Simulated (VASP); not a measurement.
Calculation: revPBE GGA, VASP's PBE PAW potentials (set 64) (plane waves; VASP).

VASP input:

**KPOINTS**
```
Regular mesh
0
G
 20 20 20
0 0 0
```

INCAR:
```
ALGO = Normal
EDIFF = 1E-7
ENCUT = 520
GGA = RE
ISIF = 2
ISMEAR = -5
ISPIN = 2
LASPH = .TRUE.
LCHARG = .TRUE.
LMAXMIX = 4
LORBIT = 11
LREAL = .FALSE.
LWAVE = .FALSE.
MAGMOM = 2.3
NEDOS = 601
NELM = 100
PREC = Accurate
SYSTEM = Fe
```

POSCAR:
```
Fe
1.0
 -1.4279542020   1.4279542020   1.4279542020
  1.4279542020  -1.4279542020   1.4279542020
  1.4279542020   1.4279542020  -1.4279542020
Fe
1
Cartesian
  0.0000000000   0.0000000000   0.0000000000
```

POTCAR, in this order: Fe (PBE.64 set). Program: vasp_std.

Output of the run:

File OSZICAR:
```
       N       E                     dE             d eps       ncg     rms          rms(c)
DAV:   1     0.163312408115E+02    0.16331E+02   -0.41327E+03  9544   0.107E+03
DAV:   2    -0.848846652314E+01   -0.24820E+02   -0.23458E+02  9312   0.128E+02
DAV:   3    -0.880320213309E+01   -0.31474E+00   -0.31405E+00 10364   0.200E+01
DAV:   4    -0.880468027396E+01   -0.14781E-02   -0.14777E-02 10096   0.128E+00
DAV:   5    -0.880469452197E+01   -0.14248E-04   -0.14244E-04 10006   0.112E-01    0.109E+01
DAV:   6    -0.794343908204E+01    0.86126E+00   -0.13239E+01  9760   0.576E+01    0.576E+00
DAV:   7    -0.786920831077E+01    0.74231E-01   -0.90762E-01  9723   0.145E+01    0.336E+00
DAV:   8    -0.786425990843E+01    0.49484E-02   -0.11707E-02 11325   0.884E-01    0.151E+00
DAV:   9    -0.785772802764E+01    0.65319E-02   -0.99309E-03 11606   0.786E-01    0.377E-01
DAV:  10    -0.785813543946E+01   -0.40741E-03   -0.23277E-03 10102   0.540E-01    0.151E-01
DAV:  11    -0.785813723122E+01   -0.17918E-05   -0.31295E-04  9795   0.241E-01    0.484E-02
DAV:  12    -0.785813852069E+01   -0.12895E-05   -0.76231E-06  9792   0.466E-02    0.173E-02
DAV:  13    -0.785813968029E+01   -0.11596E-05   -0.15310E-06  8767   0.115E-02    0.470E-03
DAV:  14    -0.785813977553E+01   -0.95237E-07   -0.11618E-07  6210   0.493E-03
   1 F= -.78581398E+01 E0= -.78581398E+01  d E =0.000000E+00  mag=     2.2405
```

OUTCAR:
```
------------------------ aborting loop because EDIFF is reached ----------------------------------------
  FORCE on cell =-STRESS in cart. coord.  units (eV):
  Direction    XX          YY          ZZ          XY          YZ          ZX
  --------------------------------------------------------------------------------------
  Total       -0.0405734     -0.0405734     -0.0405734      0.0000000      0.0000000     -0.0000000
  in kB       -5.5814757     -5.5814757     -5.5814757      0.0000000      0.0000000     -0.0000000
  external PRESSURE =      -5.5814757 kB  Pullay stress =       0.0000000 kB
  volume of cell :       11.65
      direct lattice vectors                 reciprocal lattice vectors
    -1.427954202  1.427954202  1.427954202     0.000000000  0.350151286  0.350151286
     1.427954202 -1.427954202  1.427954202     0.350151286  0.000000000  0.350151286
     1.427954202  1.427954202 -1.427954202     0.350151286  0.350151286  0.000000000
 POSITION                                       TOTAL-FORCE (eV/Angst)
 -----------------------------------------------------------------------------------
      0.00000      0.00000      0.00000         0.000000     -0.000000      0.000000
 -----------------------------------------------------------------------------------
    total drift:                                0.000000      0.000000      0.000000
  FREE ENERGIE OF THE ION-ELECTRON SYSTEM (eV)
  ---------------------------------------------------
  free  energy   TOTEN  =        -7.8581397755 eV

  energy  without entropy=       -7.8581397755  energy(sigma->0) =       -7.85813978

 total charge

# of ion       s       p       d       tot
------------------------------------------
    1        0.475   0.520   6.218   7.213

 magnetization (x)

# of ion       s       p       d       tot
------------------------------------------
    1       -0.016  -0.061   2.323   2.246
```
(Selected blocks of OUTCAR.)

For a metal the tetrahedron method with Blöchl corrections gives inexact stress and forces.

The compound is Fe in the bcc structure. It was relaxed first.
